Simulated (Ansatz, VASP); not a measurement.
# Ru (Ruthenium): VASP beside Ansatz, part 2 of 2

One calculation is typed for both programs; each brings its own data sets. How far apart do they land? The structure shown is the end of the Ansatz relaxation below.

VASP 6.6.1 and Ansatz 0.2.0.

So far. Step 3 (VASP: single point, PBEsol, pair 1): The run ends at a pressure of -15.07 GPa.

### Step 6. VASP: single point, PBEsol, pair 2

Level of this step: PBEsol; plane waves and PAW (Ru_pv) (VASP).

The same cell, functional, mesh and smearing now go to VASP, with its own data sets.

The input, INCAR:

```
SYSTEM = Ru
PREC = Accurate
ENCUT = 500
EDIFF = 1E-06
NELM = 120
ISMEAR = 1
SIGMA = 0.2
LREAL = .FALSE.
ALGO = Normal
GGA = PS
NBANDS = 20
LASPH = .TRUE.
LORBIT = 11
LWAVE = .FALSE.
LCHARG = .FALSE.
ISIF = 2
GGA_COMPAT = .FALSE.
KPAR = 2
```

The input, POSCAR:

```
Ru
1.0
    2.6844605353      0.0000000000      0.0000000000
   -1.3422302676      2.3248110190      0.0000000000
    0.0000000000      0.0000000000      4.2917887694
Ru
2
Direct
    0.3333333325      0.6666666675      0.2500000000
    0.6666666675      0.3333333325      0.7500000000
```

The input, KPOINTS:

```
Automatic mesh
0
Gamma
18 18 12
0 0 0
```

Potentials, in the order of the species: Ru_pv (PBE family, release 64).

Started as:

```sh
$ mpirun -np 2 vasp_std
```

Numbers of over 12 decimals in the logs are rounded to 6 here.

The log of the run:

```text
[banner, memory and clock lines left out]
running    2 mpi-ranks, on    1 nodes
[...]
[... a notice as in an earlier step ...]

 LDA part: xc-table for (Slater+PW92), standard interpolation
 POSCAR, INCAR and KPOINTS ok, starting setup
[...]
entering main loop
       N       E                     dE             d eps       ncg     rms          rms(c)
DAV:   1     0.277778889909E+03    0.27778E+03   -0.17313E+04 10424   0.152E+03
DAV:   2    -0.161860601442E+02   -0.29396E+03   -0.28572E+03 10688   0.453E+02
DAV:   3    -0.218916845167E+02   -0.57056E+01   -0.56613E+01 11836   0.704E+01
DAV:   4    -0.219360241652E+02   -0.44340E-01   -0.44313E-01 13320   0.588E+00
[...]
DAV:  10    -0.203374588335E+02    0.18709E-04   -0.19421E-04 11628   0.142E-01    0.245E-02
DAV:  11    -0.203374610875E+02   -0.22541E-05   -0.40659E-06 12016   0.190E-02    0.192E-03
DAV:  12    -0.203374610254E+02    0.62154E-07   -0.33446E-07  7008   0.546E-03
   1 F= -.20337461E+02 E0= -.20337612E+02  d E =0.452357E-03
```

OUTCAR, selected parts (step 6):

```text
  Total       -0.0157918     -0.0157918     -1.0077737     -0.0000000      0.0000000      0.0000000
  in kB       -0.9446218     -0.9446218    -60.2824051     -0.0000000      0.0000000      0.0000000
  external PRESSURE =     -20.7238829 kB  Pullay stress =       0.0000000 kB

 POSITION                                       TOTAL-FORCE (eV/Angst)
 -----------------------------------------------------------------------------------
     -0.00000      1.54987      1.07295         0.000000     -0.000000      0.000000
      1.34223      0.77494      3.21884        -0.000000      0.000000      0.000000
 -----------------------------------------------------------------------------------
    total drift:                               -0.000003      0.000001     -0.000001

  FREE ENERGIE OF THE ION-ELECTRON SYSTEM (eV)
  ---------------------------------------------------
  free  energy   TOTEN  =       -20.3374610254 eV

  energy  without entropy=      -20.3379133826  energy(sigma->0) =      -20.33761181

[... 1 part as in an earlier step ...]

[... 2 further parts left out ...]
[key lines of the parts left out:]
E-fermi :  12.9539
```

The run ends at a pressure of -2.07 GPa.

### Step 7. Differences

What differs besides the data sets and the points named for the pairs above, as far as they apply: the data sets hold 32 valence electrons in Ansatz (on its PAW soft_1 files) and 28 in VASP. Total energies have different zeros and are not compared.

The two programs side by side:

| quantity | Ansatz | VASP | difference |
| --- | --- | --- | --- |
| pressure (GPa) | -1.99 | -2.07 | +0.09 |

### Step 8. Ansatz: relaxation, PBEsol

This run makes the geometry at which the two programs are then compared. The cell compared in this pair holds 26.94 Å³, against 26.78 Å³ for the pair before.

The structure compared here is the end of the Ansatz relaxation.

The input, input.yaml:

```yaml
crystal:
  lattice:
    - [2.6844605353, 0.0, 0.0]
    - [-1.3422302676, 2.324811019, 0.0]
    - [0.0, 0.0, 4.3342817275]
  atoms:
    - { symbol: Ru, position: [0.3333333325, 0.6666666675, 0.25] }
    - { symbol: Ru, position: [0.6666666675, 0.3333333325, 0.75] }
kpoints:
  mp_grid: { grid: [18, 18, 12] }
hamiltonian:
  xc: pbesol
  pseudopotentials: { kind: paw, azcp: { folder: soft_1 }, xc_functional: pbe }
scf:
  occupations: { method: methfessel_paxton, width: 0.2 }
output:
  forces: true
  stress: true
  eigenvalues: true
relax:
  adjacent_minimum: "off"
  f_tol: 0.001
  max_steps: 60
  cell: { stress_tol: 0.01, fix: [c, angles] }
```

Started as:

```sh
$ ansatz run input.yaml --threads 4 --pin off --max-ram 10240MiB --backend cpu --events-out ev --progress --plain --runs-dir out
```

The log of the run:

```text
[...]
Crystal: 2 atoms, lattice volume = 27.050 Å³
Basis set: ecut = 420 eV, 537 PW (Γ), exchange–correlation on 36×36×60 points (8 copies of the dense FFT grid, shifted against one another)
Bands: 20, of which v1, the nominal top of the filled ones, is band 16 counted from 1 (15 counted from 0)
Symmetry: 8 space group operations
k-points: 637 of 3888
[...]
k-point 636: bands = [... 12 lower, 22.4184, 22.4184, 23.8540, 23.8540, 25.2348, 25.2348, 26.8225, 26.8225]
--- Relaxed structure (4 steps of the walk, 3 accepted, 1 SCFs on fresh bases) ---
[...]
cell:  # Å, volume = 26.9359 Å³
    - [2.678808, -2.8806690157613037e-11, 0]
    - [-1.339404, 2.319916, 0]
    - [0, 0, 4.3342817275]
  atoms:
    - { symbol: Ru, position: [0.333333, 0.666667, 0.25] }
    - { symbol: Ru, position: [0.666667, 0.333333, 0.75] }
[key lines of the parts left out:]
SCF converged after 4 iterations
Free energy (F): -11633.076194 eV
Fermi energy:    23.409569 eV
P = ⅓ Tr σ = -3.8643 GPa (-38.643 kbar)
```

### Step 9. VASP: single point, PBEsol, pair 3

The same cell, functional, mesh and smearing now go to VASP, with its own data sets.

INCAR is that of step 6.

The input, POSCAR:

```
Ru
1.0
    2.6788078477      0.0000000000      0.0000000000
   -1.3394039238      2.3199156480      0.0000000000
    0.0000000000      0.0000000000      4.3342817275
Ru
2
Direct
    0.3333333332      0.6666666668      0.2500000000
    0.6666666668      0.3333333332      0.7500000000
```

KPOINTS is that of step 6.

Started as:

```sh
$ mpirun -np 2 vasp_std
```

The log of the run:

```text
[... set-up lines as in an earlier step ...]
 entering main loop
       N       E                     dE             d eps       ncg     rms          rms(c)
DAV:   1     0.278940997223E+03    0.27894E+03   -0.17335E+04 10368   0.151E+03
DAV:   2    -0.160498582195E+02   -0.29499E+03   -0.28669E+03 10676   0.454E+02
DAV:   3    -0.218831151783E+02   -0.58333E+01   -0.57899E+01 11820   0.710E+01
DAV:   4    -0.219284626393E+02   -0.45347E-01   -0.45306E-01 13492   0.590E+00
[...]
DAV:  10    -0.203229802704E+02    0.10002E-04   -0.16136E-04 11512   0.130E-01    0.238E-02
DAV:  11    -0.203229819049E+02   -0.16345E-05   -0.47910E-06 12040   0.205E-02    0.115E-03
DAV:  12    -0.203229819623E+02   -0.57476E-07   -0.17207E-07  7108   0.392E-03
   1 F= -.20322982E+02 E0= -.20323142E+02  d E =0.479878E-03
```

From OUTCAR (step 9):

```text
  Total       -0.0174413     -0.0174413     -1.9605329     -0.0000000     -0.0000000      0.0000000
  in kB       -1.0374311     -1.0374311   -116.6148382     -0.0000000     -0.0000000      0.0000000
  external PRESSURE =     -39.5632335 kB  Pullay stress =       0.0000000 kB

 POSITION                                       TOTAL-FORCE (eV/Angst)
 -----------------------------------------------------------------------------------
     -0.00000      1.54661      1.08357         0.000000      0.000000      0.000000
      1.33940      0.77331      3.25071        -0.000000      0.000000      0.000000
 -----------------------------------------------------------------------------------
    total drift:                               -0.000000      0.000000     -0.000000

  FREE ENERGIE OF THE ION-ELECTRON SYSTEM (eV)
  ---------------------------------------------------
  free  energy   TOTEN  =       -20.3229819623 eV

  energy  without entropy=      -20.3234618408  energy(sigma->0) =      -20.32314192

[... 1 part as in an earlier step ...]

[... 2 further parts left out ...]
[key lines of the parts left out:]
E-fermi :  12.8480
```

The run ends at a pressure of -3.96 GPa.

### Step 10. Side by side

What differs besides the data sets and the points named for the pairs above, as far as they apply: the data sets hold 32 valence electrons in Ansatz (on its PAW soft_1 files) and 28 in VASP. Total energies have different zeros and are not compared.

Both answers:

| quantity | Ansatz | VASP | difference |
| --- | --- | --- | --- |
| pressure (GPa) | -3.86 | -3.96 | +0.09 |

### Step 11. Results

```json
{"difference in pressure (single point, PBEsol, pair 1)": "0.12 GPa", "difference in pressure (single point, PBEsol, pair 2)": "0.085 GPa", "difference in pressure (single point, PBEsol, pair 3)": "0.092 GPa"}
```

What this shows: The difference in pressure is 0.12 GPa (single point, PBEsol, pair 1), within the 1 GPa picked in this series as the mark of a large difference. The data sets hold unlike numbers of valence electrons (32 in Ansatz and 28 in VASP), so part of the differences comes from the potentials. 3 further runs of this series are not shown here. How closely two codes agree says nothing of how well the functional describes the real material.

[Lines on the potential files, build, host, timing and source positions are cut from VASP's logs without a mark.]

[Logs are printed without paths, hosts, clocks, repeated set-up lines and the standing remarks that a program may print on its own settings, such as how far it seeks lower states.]

[Hosts, paths, dates, database ids (printed as entryN), source tags and the programs' standing remarks are cut or masked in the printed files.]
